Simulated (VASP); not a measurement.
Here is a VASP 6.6.1 calculation.

Contents of run.py:

```python
from ase.calculators.vasp import Vasp
from ase.dft.bandgap import bandgap
from ase.spacegroup import crystal

atoms = crystal(
    ['Zn', 'P'],
    basis=[[0.5, 0.5, 0.0], [0.0, 0.0, 0.0]],
    spacegroup=221,
    setting=1,
    cellpar=[3.975518, 3.975518, 3.975518, 90.0, 90.0, 90.0],
    primitive_cell=True,
)
calc = Vasp(
    directory='calc',
    xc='pbe',
    pp='PBE',
    setups='recommended',
    prec='Accurate',
    encut=520,
    ediff=1e-07,
    ismear=0,
    sigma=0.05,
    lreal=False,
    lasph=True,
    nelm=100,
    algo='Normal',
    isif=2,
    lwave=False,
    lcharg=False,
    kpts=[7, 7, 7],
    gamma=True,
)
atoms.calc = calc

print('energy (eV):', atoms.get_potential_energy())
print('free energy (eV):', atoms.get_potential_energy(force_consistent=True))
print('forces (eV/A):')
print(atoms.get_forces())
print('stress (eV/A^3, Voigt):', atoms.get_stress())
print('Fermi level (eV):', calc.get_fermi_level())
gap, top, bottom = bandgap(calc)
print('band gap (eV):', gap, 'from (spin, k, band)', top, 'to', bottom)
```

Potentials or basis: VASP PAW PBE potentials, release 64 (Zn, P).

The run is started by

```sh
$ python run.py
```

Question: Predict the pressure.

Answer: -0.7 GPa.

Question: Predict the band gap on the k mesh.

Answer: None (metal or under the smearing width).
